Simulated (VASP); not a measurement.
A convergence study with VASP on MoSi₂ (space group no. 139 when undisturbed): a few settings are varied, all else stays as given below, so the limit is that of these other settings. One atom is moved off its site, so that forces are finite.

```
MoSi2
1.0
   -1.59698     1.59698     3.90537
    1.59698    -1.59698     3.90537
    1.59698     1.59698    -3.90537
Si Mo
2 1
Direct
  0.67140   0.67140   0.00000
  0.33500   0.33500   0.00000
  0.00000   0.00000   0.00000
```

Method: PBE GGA, VASP's PBE PAW potentials (set 64) (plane waves; VASP). The last row used: 300 eV cut-off, 15×15×15 Γ-centred mesh shifted by (0.5, 0.5, 0.5), Gaussian smearing of 0.10 eV, potentials Si Mo_sv.

| setting | E (eV/atom) | pressure (GPa) | largest force (eV/Å) | irreducible k-points |
|---|---|---|---|---|
| 2×2×2 mesh | -7.4106 | 10.36 | 0.762 | 3 |
| 3×3×3 mesh | -7.7052 | 5.31 | 0.629 | 6 |
| 4×4×4 mesh | -7.7144 | 4.84 | 0.465 | 11 |
| 5×5×5 mesh | -7.7390 | 4.32 | 0.548 | 18 |
| 6×6×6 mesh | -7.7382 | 4.39 | 0.614 | 28 |
| 7×7×7 mesh | -7.7396 | 4.38 | 0.640 | 40 |
| 8×8×8 mesh | -7.7377 | 4.43 | 0.657 | 56 |
| 9×9×9 mesh | -7.7375 | 4.45 | 0.651 | 75 |
| 10×10×10 mesh | -7.7371 | 4.44 | 0.623 | 99 |
| 11×11×11 mesh | -7.7374 | 4.43 | 0.611 | 126 |
| 12×12×12 mesh | -7.7378 | 4.43 | 0.614 | 159 |
| 14×14×14 mesh | -7.7377 | 4.43 | 0.624 | 240 |
| 15×15×15 mesh | -7.7376 | 4.43 | 0.619 | 288 |

Left out are rungs that failed or repeat a setting and relaxations that didn't move; long series are thinned to 24 rows.

The structure is a typed MoSi2 crystal (space group no. 139). The cell was not relaxed at this level, it is distorted from the ideal structure.
